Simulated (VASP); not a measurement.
Here is the system:

```
CELL_PARAMETERS angstrom
      0.00000     2.73393     2.73393
      2.73393     0.00000     2.73393
      2.73393     2.73393     0.00000
ATOMIC_POSITIONS crystal
  Ag 0.00000 0.00000 0.00000
  Cl 0.50000 0.50000 0.50000
```

All values below come from rev-vdW-DF2, VASP's PBE PAW potentials (set 64) (plane waves; VASP). Run with 520 eV cut-off, 8×8×8 Γ-centred mesh, Gaussian smearing of 0.050 eV, potentials Ag Cl.

Problem. What does the run give for the energy per atom (σ→0), pressure, band gap (on the k-mesh) with the smallest direct gap where there is one?

Solution. 
The band gap (on the k-mesh) comes out as 0.82 eV, the smallest direct gap (on the k-mesh) is 3.25 eV and the energy per atom (σ→0) is -0.636 eV/atom. The pressure is 1.62 GPa.

Total energies compare only between runs with the same potentials, cut-off and functional.

The compound is AgCl in the rock salt structure. This cell is one point of a volume scan, at 0.97 of the reference volume.
